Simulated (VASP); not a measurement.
```
BN
1.0
    0.00000     1.81272     1.81272
    1.81272     0.00000     1.81272
    1.81272     1.81272     0.00000
B N
1 1
Direct
  0.00000   0.00000   0.00000
  0.25000   0.25000   0.25000
```

Method: Hartree-Fock, VASP's PBE PAW potentials (set 64) (plane waves; VASP 6.6.1). Settings: 520 eV cut-off, 10×10×10 Γ-centred mesh, Gaussian smearing of 0.050 eV, potentials B N.

Problem. What does the run give for the energy per atom (σ→0), pressure, band gap (over the mesh, the named points and PBE's band edges) with the smallest direct gap where there is one?

Solution. 
The band gap (over the mesh, the named points and PBE's band edges) is 13.68 eV and the smallest direct gap (over the mesh, the named points and PBE's band edges) is 19.32 eV. The energy per atom (σ→0) comes out as -14.932 eV/atom and the pressure is -8.64 GPa.

The compound is BN in the zinc blende structure. It was relaxed first.
